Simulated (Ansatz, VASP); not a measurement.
# Cross-check of CrBr2 between VASP and Ansatz, part 2 of 3

Wanted: the spread between two codes on one cell, functional and k mesh.  The structure shown is the end of the VASP relaxation below.

VASP 6.6.1 and Ansatz 0.2.0.

So far: Starting point; VASP: relaxation, LDA.

## (3) Ansatz: single point, LDA

Level of this step: Ansatz beside VASP: Kohn-Sham DFT, plane waves, LDA (Ansatz).

Ansatz runs on its default PAW (the set named soft_2) files.

The same cell, functional (in two slightly different forms), mesh and smearing now go to Ansatz, which takes its cutoff from its data sets.

Input file input.yaml:

```yaml
crystal:
  lattice:
    - [4.16836998, 0.0, 0.0]
    - [2.55970165, 3.28986866, 0.0]
    - [0.0, 0.0, 24.48202531]
  atoms:
    - { symbol: Br, position: [0.43778487, 0.43778487, 0.67385816] }
    - { symbol: Br, position: [0.16956179, 0.16956179, 0.56212018] }
    - { symbol: Br, position: [0.53928551, 0.53928551, 0.43787982] }
    - { symbol: Br, position: [0.27106243, 0.27106243, 0.32614184] }
    - { symbol: Cr, position: [0.80163369, 0.80163369, 0.61835292], spin: 3.0 }
    - { symbol: Cr, position: [0.90721361, 0.90721361, 0.38164708], spin: 3.0 }
hamiltonian:
  xc: lda
  pseudopotentials: { kind: paw }
magnetization:
  spin_polarized: true
kpoints:
  mp_grid: { grid: [7, 7, 1] }
scf:
  occupations: { method: gaussian, width: 0.05 }
  n_extra_bands: 10
efield:
  axis: 3
  dipole_correction: true
  ramp_width: 0.04
output:
  forces: true
  eigenvalues: true
```

Command:

```bash
ansatz run input.yaml --threads 4 --pin off --max-ram 9216MiB --backend cpu --events-out ev --progress --plain --runs-dir out
```

Numbers of over 12 decimals in the logs are rounded to 6 here.

The log of the run:

```text
scf.n_extra_bands = 10 over 28 filled bands (N_el = 56.0): the run solves 38 bands
Engine: ansatz 0.2.0, aarch64-unknown-linux-gnu
Pseudopotentials: kind: paw
Pseudopotential: Br, paw, valence charge 7, recommended cutoff 420 eV (normal), Br.paw.azcp
Pseudopotential: Cr, paw, valence charge 14, recommended cutoff 420 eV (normal), Cr.paw.azcp
Functional definition: SPW92
  exchange = slater_x
  correlation = pw_c
Crystal: 6 atoms, lattice volume = 335.732 Å³
Basis set: ecut = 420 eV, 6515 PW (Γ)
Bands: 38, of which v1, the nominal top of the filled ones, is band 28 counted from 1 (27 counted from 0)
Symmetry: 2 space group operations
k-points: 16 of 49 (time reversal used)
Non-local potential: Br, projectors of the file, l = 0: 2, l = 1: 2, l = 2: 2
Non-local potential: Cr, projectors of the file, l = 0: 3, l = 1: 2, l = 2: 3, l = 3: 1
PAW form: soft (Blöchl's): semilocal exchange-correlation on the pseudo side does not see the compensation charge
PAW frozen core: Br, regenerated for the run's functional, and the local potential with it (the file was generated under x = pbe(κ = 0.804, μ = 0.219515), c = pbe(β = 0.066725))
PAW frozen core: Cr, regenerated for the run's functional, and the local potential with it (the file was generated under x = pbe(κ = 0.804, μ = 0.219515), c = pbe(β = 0.066725))
PAW one-centre angular grid: Br, 110 points (default); XC on 64 Gauss nodes
PAW one-centre angular grid: Cr, 590 points (default); XC on 64 Gauss nodes
Initial density: superposition of atomic densities (neutral atoms: chi_scale 0, normalization atom)
Starting moments: Σ|m| = 6 μB on 2 of 6 sites
Initial wavefunctions: pseudopotential atomic-orbital guess
Functional: x = slater, c = lda
SCF iter   1: F=—  HF=-17424.675164 eV  |F-HF|=—  |Δ(HF+E_count)|=         —  Δρ=3.68e-2 (↑1.93e-2 ↓3.68e-2)  dr2=5.02e0  dr2_m=1.62e0  M=8.000 μB ∫|m|=8.112 μB  β_m=0.90  ethr=3.10e-3  p=-0.000 e·Å  D=-1.84e-14 V/Å  ΔV_dip=0.00 eV  dr2_dipole=9.96e-10  V_vac-E_F(+/−)=4.62/4.62 eV  ⟨swp⟩=11.6  Hψ=6787  notcnv=0
Mixer restart at iter 1: flushing history
efield: sawtooth ramp at fractional position 0.9800 (placed from the atoms, in the widest stretch of the axis that holds none; the zero of the levels goes with the place), width 0.0400; the density the first Hamiltonian is built on has a dipole p = -0.000 e·Å; the dipole correction subtracts the counter field D = -1.84e-14 V/Å, which shifts the + side's vacuum level by +0.00 eV against the − side's; the planar-averaged density in the ramp window peaks in size at 3.1e-6 e/Å³
preconditioner: auto → Resta (q_TF=auto, 2.024 Å⁻¹)  ε∞=2.9  [insulator: Δε(μ)=0.154 eV  Ē_g=9.205 eV  σ=0.050 eV  W_gap=0.97  n_scr=52 (ndim 8)  ℏωp=12.8 eV  f_vac=0.518  D(μ)=0.10/eV (n_scr^D=0)  ε∞_Penn≈2.9  vacuum switching on, ρ_ref=6.1e-3 e/Å³]
spin=Collinear: Resta preconditioning applied to the charge; magnetization (m = ρ↑ − ρ↓) channel mixes plain (no charge-response kernel on spin).
SCF iter   2: F=—  HF=-17424.085354 eV  |F-HF|=—  |Δ(HF+E_count)|=   5.90e-1  Δρ=1.23e-2 (↑1.02e-2 ↓1.23e-2)  dr2=5.36e-1  dr2_m=2.41e-1  M=8.000 μB ∫|m|=8.257 μB  β_m=1.00  ethr=3.10e-3  p=-0.000 e·Å  D=-2.85e-6 V/Å  ΔV_dip=0.00 eV  dr2_dipole=7.95e-10  V_vac-E_F(+/−)=5.13/5.13 eV  ⟨swp⟩=2.8  Hψ=2835  notcnv=0  defer=86  κ⁻¹=1.0e0(r=1)
density mixer auto → broyden: gapped, with many states about μ (density of states about μ 0.62 of a free-electron gas's, 52 screened modes)
SCF iter   3: F=—  HF=-17423.708586 eV  |F-HF|=—  |Δ(HF+E_count)|=   3.77e-1  Δρ=4.23e-3 (↑3.99e-3 ↓4.23e-3)  dr2=1.20e-1  dr2_m=4.78e-4  M=8.000 μB ∫|m|=8.308 μB  β_m=1.00  ethr=9.56e-4  p=0.000 e·Å  D=1.21e-6 V/Å  ΔV_dip=-0.00 eV  dr2_dipole=1.55e-10  V_vac-E_F(+/−)=5.08/5.08 eV  ⟨swp⟩=2.0  Hψ=1704  notcnv=0  defer=86  κ⁻¹=3.6e-2(r=2)
SCF iter   4: F=—  HF=-17423.671073 eV  |F-HF|=—  |Δ(HF+E_count)|=   3.75e-2  Δρ=2.33e-3 (↑2.33e-3 ↓2.31e-3)  dr2=3.83e-2  dr2_m=7.93e-5  M=8.000 μB ∫|m|=8.306 μB  β_m=1.00  ethr=2.15e-4  p=0.000 e·Å  D=3.22e-6 V/Å  ΔV_dip=-0.00 eV  dr2_dipole=2.59e-10  V_vac-E_F(+/−)=4.95/4.95 eV  ⟨swp⟩=2.5  Hψ=2249  notcnv=0  defer=86  κ⁻¹=5.0e-3(r=3)
SCF iter   5: F=—  HF=-17423.664267 eV  |F-HF|=—  |Δ(HF+E_count)|=   6.81e-3  Δρ=5.11e-4 (↑5.11e-4 ↓4.87e-4)  dr2=2.08e-3  dr2_m=3.68e-5  M=8.000 μB ∫|m|=8.308 μB  β_m=1.00  ethr=6.84e-5  p=0.000 e·Å  D=2.47e-7 V/Å  ΔV_dip=-0.00 eV  dr2_dipole=2.92e-14  V_vac-E_F(+/−)=4.83/4.83 eV  ⟨swp⟩=2.0  Hψ=2320  notcnv=0  defer=86  κ⁻¹=1.1e-4(r=4)
SCF iter   6: F=—  HF=-17423.665284 eV  |F-HF|=—  |Δ(HF+E_count)|=   1.02e-3  Δρ=1.87e-4 (↑1.87e-4 ↓1.56e-4)  dr2=3.71e-4  dr2_m=9.18e-6  M=8.000 μB ∫|m|=8.307 μB  β_m=1.00  ethr=3.72e-6  p=0.000 e·Å  D=2.22e-7 V/Å  ΔV_dip=-0.00 eV  dr2_dipole=1.29e-14  V_vac-E_F(+/−)=4.82/4.82 eV  ⟨swp⟩=2.3  Hψ=2122  notcnv=0  defer=86  κ⁻¹=2.3e-5(r=5)
SCF iter   7: F=—  HF=-17423.665405 eV  |F-HF|=—  |Δ(HF+E_count)|=   1.21e-4  Δρ=7.09e-5 (↑6.85e-5 ↓7.09e-5)  dr2=6.77e-5  dr2_m=1.18e-7  M=8.000 μB ∫|m|=8.307 μB  β_m=1.00  ethr=6.63e-7  p=0.000 e·Å  D=2.24e-7 V/Å  ΔV_dip=-0.00 eV  dr2_dipole=2.57e-13  V_vac-E_F(+/−)=4.81/4.81 eV  ⟨swp⟩=2.2  Hψ=1963  notcnv=0  defer=86  κ⁻¹=6.7e-6(r=6)
SCF iter   8: F=—  HF=-17423.665379 eV  |F-HF|=—  |Δ(HF+E_count)|=   2.55e-5  Δρ=3.87e-5 (↑3.87e-5 ↓3.54e-5)  dr2=1.98e-5  dr2_m=2.98e-7  M=8.000 μB ∫|m|=8.307 μB  β_m=1.00  ethr=1.21e-7  p=0.000 e·Å  D=1.03e-7 V/Å  ΔV_dip=-0.00 eV  dr2_dipole=2.46e-14  V_vac-E_F(+/−)=4.81/4.81 eV  ⟨swp⟩=2.0  Hψ=1888  notcnv=0  defer=86  κ⁻¹=1.8e-6(r=7)
SCF iter   9: F=—  HF=-17423.665380 eV  |F-HF|=—  |Δ(HF+E_count)|=   8.10e-7  Δρ=1.62e-5 (↑1.62e-5 ↓1.08e-5)  dr2=1.98e-6  dr2_m=7.13e-8  M=8.000 μB ∫|m|=8.307 μB  β_m=1.00  ethr=3.53e-8  p=0.000 e·Å  D=6.02e-9 V/Å  ΔV_dip=-0.00 eV  dr2_dipole=3.44e-14  V_vac-E_F(+/−)=4.80/4.80 eV  ⟨swp⟩=2.1  Hψ=1814  notcnv=0  defer=86  κ⁻¹=4.3e-8(r=8)
[...]
iter 24 met the thresholds in force, and the SCF goes on: an eigenvalue changes by 4.40 meV, over its tolerance of 1.00 meV (output.eigenvalues, Limitations)
SCF iter  24: F=-17423.665382 eV  HF=-17423.665382 eV  |F-HF|=1.96e-10  |Δ(HF+E_count)|=   3.49e-8  Δρ=3.73e-7 (↑3.73e-7 ↓3.62e-7)  dr2=4.05e-9  dr2_m=3.83e-12  M=8.000 μB ∫|m|=8.307 μB  β_m=1.00  ethr=1.85e-11  p=0.000 e·Å  D=1.22e-8 V/Å  ΔV_dip=-0.00 eV  dr2_dipole=5.21e-18  V_vac-E_F(+/−)=4.80/4.80 eV  ⟨swp⟩=2.7  Hψ=3472  notcnv=0  κ⁻¹=4.0e-3(r=4)
iter 25 met the thresholds in force, and the SCF goes on: an eigenvalue changes by 1.10 meV, over its tolerance of 1.00 meV (output.eigenvalues, Limitations)
SCF iter  25: F=-17423.665382 eV  HF=-17423.665382 eV  |F-HF|=2.62e-10  |Δ(HF+E_count)|=   1.11e-9  Δρ=2.16e-7 (↑2.16e-7 ↓1.06e-7)  dr2=3.36e-10  dr2_m=3.01e-11  M=8.000 μB ∫|m|=8.307 μB  β_m=1.00  ethr=7.23e-12  p=0.000 e·Å  D=3.08e-8 V/Å  ΔV_dip=-0.00 eV  dr2_dipole=7.80e-15  V_vac-E_F(+/−)=4.80/4.80 eV  ⟨swp⟩=1.0  Hψ=2969  notcnv=0
Mixer restart at iter 25: flushing history
iter 26 met the thresholds in force, and the SCF goes on: an eigenvalue changes by 1.84 meV, over its tolerance of 1.00 meV (output.eigenvalues, Limitations)
SCF iter  26: F=-17423.665382 eV  HF=-17423.665382 eV  |F-HF|=4.95e-10  |Δ(HF+E_count)|=  2.18e-11  Δρ=2.02e-7 (↑2.02e-7 ↓9.46e-8)  dr2=5.59e-10  dr2_m=1.11e-11  M=8.000 μB ∫|m|=8.307 μB  β_m=1.00  ethr=1.00e-12  p=-0.000 e·Å  D=-3.38e-8 V/Å  ΔV_dip=0.00 eV  dr2_dipole=7.86e-14  V_vac-E_F(+/−)=4.80/4.80 eV  ⟨swp⟩=1.0  Hψ=3063  notcnv=0  κ⁻¹=1.0e0(r=1)
iter 27 met the thresholds in force, and the SCF goes on: an eigenvalue changes by 1.12 meV, over its tolerance of 1.00 meV (output.eigenvalues, Limitations)
SCF iter  27: F=-17423.665382 eV  HF=-17423.665382 eV  |F-HF|=3.24e-10  |Δ(HF+E_count)|=  2.55e-11  Δρ=1.03e-7 (↑1.03e-7 ↓4.72e-8)  dr2=2.96e-10  dr2_m=4.32e-12  M=8.000 μB ∫|m|=8.307 μB  β_m=1.00  ethr=1.00e-12  p=0.000 e·Å  D=9.99e-8 V/Å  ΔV_dip=-0.00 eV  dr2_dipole=2.23e-13  V_vac-E_F(+/−)=4.80/4.80 eV  ⟨swp⟩=1.0  Hψ=3005  notcnv=0  κ⁻¹=1.1e-1(r=2)
SCF iter  28: F=-17423.665382 eV  HF=-17423.665382 eV  |F-HF|=3.64e-12  |Δ(HF+E_count)|=  8.37e-11  Δρ=4.13e-8 (↑4.13e-8 ↓1.04e-8)  dr2=1.44e-11  dr2_m=1.02e-12  M=8.000 μB ∫|m|=8.307 μB  ethr=1.00e-12  p=-0.000 e·Å  D=-1.19e-8 V/Å  ΔV_dip=0.00 eV  dr2_dipole=2.20e-14  V_vac-E_F(+/−)=4.80/4.80 eV  ⟨swp⟩=1.0  Hψ=2830  notcnv=0
SCF 1 converged in 28 iterations: F = -17423.665382 eV  dr2 = 1.44e-11
  greatest PAW one-centre occupation: 1.000 electrons in one spin orbital (limit 2), on the Cr atom at site 5 (counted from 0), in its partial waves of l = 0
this state was not tested for a lower state beside it, because the mixer in use, unlike msr1, does not test its closes by its own steps (another_mixer; see scf.mixing.algorithm and scf.lower_state_search)
SCF converged after 28 iterations
an eigenvalue changed by more than its tolerance at an iteration that met the thresholds in force, so the SCF went on 4 times, its first undamped step at iteration 25: the last check found none over its tolerance
Magnetization: 8.0000 μB (32.0000 up, 24.0000 down)
Absolute magnetization: 8.2999 μB (∫|ρ↑−ρ↓|, with the PAW one-centre terms)
Spin contamination: 0.0677 ħ² per cell (⟨S²⟩ above its minimum at these occupations)
Per-site moments (μB) at R_I (Å): [(-0.00213108, 1.030348), (-0.0040378, 1.029303), (-0.0040378, 1.029303), (-0.00213108, 1.030348), (3.426764, 1.029303), (3.426764, 1.029303)]
Free energy (F): -17423.665382 eV
Harris-Foulkes:  -17423.665382 eV  (|F-HF|=3.64e-12)
Internal energy: -17423.665380 eV  (E = F + TS)
E sigma→0 (E₀):  -17423.665381 eV
Entropy (-TS):   -0.000002 eV (-0.000 meV/atom)
Fermi energy:    0.290149 eV
Dipole field:    D = 0.000000 V/Å  (p = 0.000000 e·Å, saw-weighted, corrected)
Work function:   Φ+ = 4.7958 eV   Φ− = 4.7958 eV
Levels:          The Fermi level and band energies are counted from a zero that moves with the ramp; work functions are not
--- Per-component energies (eV) ---
  E_band       = -1013.836780
  E_kinetic    = 1218.868273
  E_local      = -32522.244936  (includes V_loc(G=0)·N_el)
  E_nonlocal   = 467.921098
  E_hartree    = 15565.661188
  E_xc         = -1315.939748
  E_vxc        = -767.118308  (∫ρ·V_xc dr)
  E_paw        = -10935.018423  (= ΣΔE_a)
  E_vpaw       = -542.586013  (= ΣTr[D̂ρ^β])
  E_aug_tail   = 0.000710  (compensation charges beyond the density's cutoff)
  E_efield     = 0.000000  (sawtooth field / dipole correction)
  E_vefield    = 0.000000  (∫n·V_field dr)
  E_ewald      = 10095.530164
  E_core_change = 1.556295  (= ΣΔE_core)
  E_smearing   = -0.000002  (= −TS)
  E_closure    = 0.000000  (closes the sum)
  Σ components = -17423.665382   (vs F -17423.665382, Δ=0.00e0)
--- Forces (eV/Å), atoms counted from 1 ---
  atom   1  Br    -0.02012804    -0.00984214    -0.00060558
  atom   2  Br     0.02215778     0.01083463    -0.01097405
  atom   3  Br    -0.02215928    -0.01083537     0.01097457
  atom   4  Br     0.02012058     0.00983849     0.00060618
  atom   5  Cr     0.00542651     0.00265344    -0.01445644
  atom   6  Cr    -0.00542957    -0.00265493     0.01446126
  max |Σ_I F_I| component: 1.20e-5 eV/Å
--- Band table (eV; the first three rows and the last of 32) ---
  k-point 0 ↑: bands = [... 24 lower, -1.4909, -1.4663, -1.1115, -1.1096, -0.8949, -0.8787, 0.1333, 0.1728, ... 6 higher]
  k-point 1 ↑: bands = [... 24 lower, -1.2147, -1.1592, -1.0376, -1.0166, -0.7595, -0.7267, -0.0470, 0.0170, ... 6 higher]
  k-point 2 ↑: bands = [... 24 lower, -1.1125, -1.0881, -0.9866, -0.9396, -0.7323, -0.6829, -0.1583, -0.0537, ... 6 higher]
  k-point 15 ↓: bands = [... 24 lower, 1.4084, 1.4377, 2.1651, 2.1764, 2.2782, 2.2791, 2.5611, 2.5619, ... 6 higher]
```

It took 61 s on 4 threads of Arm Neoverse N1, shared host; peak memory 0.87 GiB; 3.9 min of CPU time.

In the SCF lines HF is the Harris–Foulkes energy and dr2 the Hartree energy of the density residual, in eV; the loop may stop once dr2 is under the threshold and the program's other checks hold. Hψ counts applications of the Hamiltonian.

## (4) Comparison

Known differences besides the PAW data sets themselves: the two LDA forms differ slightly; the data sets hold 56 valence electrons in Ansatz (default PAW (the set named soft_2) files) and 40 in VASP; the cutoff is 420 eV in Ansatz and 300 eV in VASP (PREC = Normal); Ansatz makes its cores anew for this functional, VASP keeps those of its LDA data sets; site moments are counted in spheres of each program's own size. Total energies have different zeros and are not compared.

The two programs side by side:

| quantity | Ansatz | VASP | difference |
| --- | --- | --- | --- |
| gap on the k mesh (eV) | 0.242 | 0.191 | +0.052 |
| total moment (μB) | 8.00 | 8.00 | 0.00 |
| moment on Cr6 (μB) | 3.43 | 3.68 | -0.25 |
| moment on Cr5 (μB) | 3.43 | 3.68 | -0.25 |

At this near-relaxed geometry the largest component of a force difference is 16 meV/Å.

[end of part 2 of 3]

[Lines on the potential files, build, host, timing and source positions are cut from VASP's logs without a mark.]

[Logs are printed without paths, hosts, clocks, repeated set-up lines and the standing remarks that a program may print on its own settings, such as how far it seeks lower states.]

[Hosts, paths, dates, database ids (printed as entryN), source tags and the programs' standing remarks are cut or masked in the printed files.]
